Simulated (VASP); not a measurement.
Runs of VASP 6.6.1 on GaAs. Symmetry: F-43m, No. 216, cubic system. The conventional cell has a = 5.756 Å, b = 5.756 Å, c = 5.756 Å, α = 90.00°, β = 90.00°, γ = 90.00°. Ga (site symmetry -43m) is surrounded by 4 As at 2.49 Å. As (site symmetry -43m) has 4 Ga at 2.49 Å as nearest neighbours. 

| task | cell | gap on the mesh (eV) | pressure (GPa) |
| --- | --- | --- | --- |
| relaxation of cell and atoms | relaxed | 0.11 | 0.0 |
| single point | a relaxed cell with its volume scaled by 1.03 | none | -1.0 |
| single point | as given | 0.11 | 0.0 |
| single point | a relaxed cell with its volume scaled by 0.97 | 0.33 | (a) |
| single point | a relaxed cell with its volume scaled by 1.06 | none | -2.4 |

Alike in all rows: level PBE; potentials or basis VASP PAW PBE potentials, release 64 (Ga_d, As); no spin polarisation; k mesh 4 × 4 × 4; cutoff (eV) 520; smearing gaussian 0.02 eV; the mesh is coarse, so values aren't converged.

Fill in the values left out.

(a) 2.0.

Caveats: all runs use coarse meshes.

A k mesh can miss the band edges, and the runs leave out spin-orbit coupling on As, Ga.

A gap of «none» marks a metal or a gap under the smearing width.
